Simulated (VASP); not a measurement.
Data:

```xyz
5
Lattice="4.1503 0.0000 0.0000 0.0000 4.1503 0.0000 0.0000 0.0000 4.1503" Properties=species:S:1:pos:R:3 pbc="T T T"
K      0.0000     0.0000     0.0000
Zn     2.0751     2.0751     2.0751
F      2.0751     0.0000     2.0751
F      0.0000     2.0751     2.0751
F      2.0751     2.0751     0.0000
```

Level of theory: revPBE GGA, VASP's PBE PAW potentials (set 64) (plane waves; VASP). Settings: 520 eV cut-off, 5×5×5 Γ-centred mesh, Gaussian smearing of 0.050 eV, potentials K_sv Zn F.

Give the stress tensor in GPa (positive for a compressed cell).

```
2.01  0.00  0.00
0.00  2.01  0.00
0.00  0.00  2.01
```
The pressure is its mean diagonal, 2.01 GPa.

The compound is KZnF3 in the cubic perovskite structure. This cell is one point of a volume scan, at 0.97 of the reference volume.
